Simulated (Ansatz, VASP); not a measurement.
LiMgF3 in VASP and in Ansatz

```
Li Mg F
1.0
     3.58065    0.00000    0.00000
     0.00000    3.58065    0.00000
     0.00000    0.00000    3.58065
Li Mg F
1 1 3
Direct
  0.50000 0.50000 0.50000
  0.00000 0.00000 0.00000
  0.00000 0.50000 0.50000
  0.50000 0.50000 0.00000
  0.50000 0.00000 0.50000
```

Alike in both runs: functional PBEsol; k mesh 6 × 6 × 6; occupations gaussian, width 0.02 eV; no spin polarisation.

Ansatz relaxed the structure, and its values are those at the end. VASP's run is a single point on that final structure, the one shown.

```csv
,VASP,Ansatz
version,VASP 6.6.1,Ansatz 0.2.0
potentials or method,"VASP PAW PBE potentials, release 64 (Li_sv, Mg, F)","scalar-relativistic, plane waves, PAW"
plane-wave cutoff (eV),520,420
valence electrons in the cell,26,34
```

Ansatz gave:

| Quantity | Value |
| --- | --- |
| gap on the k mesh at the Fermi level (eV) | 3.74 |
| least direct gap on the mesh (eV) | 4.00 |

Question: Estimate VASP's values.

Answer: gap on the k mesh at the Fermi level (eV): 3.69; least direct gap on the mesh (eV): 3.95.

The two sets of potentials don't hold the same shells in valence.

 A k mesh can miss the band edges. Expect the measured gap to be larger: semilocal functionals such as PBEsol lack the derivative discontinuity.
